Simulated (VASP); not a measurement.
```xyz
8
Lattice="0.0000 3.1586 3.1586 3.1586 0.0000 3.1586 12.7410 12.7410 -0.1067" Properties=species:S:1:pos:R:3 pbc="T T T"
Sn    12.5911    12.5911     0.0432
Sn     1.5186     1.5186     1.6400
Sn     3.1430     3.1430     0.0156
Sn     4.8135     4.8135     1.5037
Sn     9.5965     9.5965     6.1964
Sn     8.1064     8.1064     1.3694
Ge    12.7968    12.7968     6.1547
Ge    11.0593    11.0593     1.5751
```

The numbers are results of PBEsol GGA, VASP's PBE PAW potentials (set 64) (plane waves; VASP), not measurements. Settings: 400 eV cut-off, 9×9×3 Γ-centred mesh, tetrahedra with Blöchl corrections, potentials Sn_d Ge_d.

The cores are frozen, which limits the accuracy of field gradients.

**Question.** Give the principal components of the electric field gradient (V/Å²) and the asymmetry η at each nucleus.

**Answer.** 
```csv
atom,Vxx,Vyy,Vzz,η
Sn1,11.0,11.0,-22.0,0.00
Sn2,-16.9,-16.9,33.9,0.00
Sn3,-6.6,-6.6,13.1,0.00
Sn4,-6.6,-6.6,13.1,0.00
Sn5,-16.9,-16.9,33.9,0.00
Sn6,11.0,11.0,-22.0,0.00
Ge7,20.8,20.8,-41.6,0.00
Ge8,20.8,20.8,-41.6,0.00
```

The structure was generated: Sn6Ge2 was put into an ordered model structure (R-3m), which need not be its known phase. It was relaxed first.
